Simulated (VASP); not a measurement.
NbRu3C under changes of volume

One of the cells (13.704 Å³/atom); the others are scaled copies at fixed shape and fractional positions:

```
Ru Nb C
1.0
     4.09206    0.00000    0.00000
     0.00000    4.09206    0.00000
     0.00000    0.00000    4.09206
Ru Nb C
3 1 1
Direct
  0.50000 0.50000 0.00000
  0.50000 0.00000 0.50000
  0.00000 0.50000 0.50000
  0.00000 0.00000 0.00000
  0.50000 0.50000 0.50000
```

The cell comes from a database or a generator and needn't be the stable form of this composition.

```yaml
Program: VASP 6.6.1
Functional: PBEsol
Potentials_or_basis: VASP PAW PBE potentials, release 64 (Ru_pv, Nb_sv, C)
Cutoff: 520 eV
k_mesh: 7 × 7 × 7
Occupations: fermi-dirac, width 0.05 eV
Spin: no spin polarisation
```

```csv
volume (Å³/atom),energy over the lowest point (meV/atom),pressure (GPa)
12.629,4.98,6.4
12.898,0.00,-0.4
13.167,?,?
13.704,45.21,-16.7
13.973,76.81,-21.0
14.242,115.16,-24.8
```

Q: What does the run at 13.167 Å³/atom give?

A: Energy over the lowest point 5.81 meV/atom; pressure -6.5 GPa.

Worked out: A Birch-Murnaghan fit of order 3 (a polynomial in V^(-2/3)) to the other rows has its minimum at 12.88 Å³/atom with B0 = V·E''(V) = 310 GPa and B' = 4.6. It gives 5.84 meV/atom at 13.167 Å³/atom, against the run's 5.81, and -dE/dV = -6.5 GPa, against -6.5.

Energies are extrapolated to zero smearing.

Caveats: the PAW data sets were made with another functional, which shifts forces and pressure a little.
